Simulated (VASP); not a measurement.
# Cd4TeSe3 (space group Pmm2): computed properties

Level of theory: PBEsol GGA, VASP's PBE PAW potentials (set 64) (plane waves; VASP 6.6.1).

For Cd₄TeSe₃, the space group is Pmm2 (25) and the cell is a = 4.3801 Å, b = 8.7562 Å, c = 6.1534 Å, α = β = γ = 90.00°. The volume per atom comes out as 29.50 Å^3/atom and the band gap (over mesh and band path) is 0.33 eV. The smallest direct gap (over mesh and band path) comes out as 0.33 eV and the band-edge character comes out as direct, Γ to Γ. The density is 5.73 g/cm³.

Space group Pmm2 (No. 25); a = 4.380 Å, b = 8.756 Å, c = 6.153 Å, α = 90.00°, β = 90.00°, γ = 90.00°

```tsv
atom	site	symmetry	x	y	z
Cd	2g	m..	0.0000	0.2378	0.0089
Cd	1c	mm2	0.5000	0.0000	0.5073
Cd	1d	mm2	0.5000	0.5000	0.4744
Te	1b	mm2	0.0000	0.5000	0.7520
Se	2h	m..	0.5000	0.2425	0.2502
Se	1a	mm2	0.0000	0.0000	0.7478
```

Unless said otherwise, spin-orbit coupling is left out, though it shifts the bands of the heavy elements here.

The structure comes from a computed database's Cd4TeSe3 entry (Pmm2); how it stands against other phases isn't given here. It was relaxed first, which changed the volume by -6 %. Symmetry was kept, so distortions that lower it aren't found.
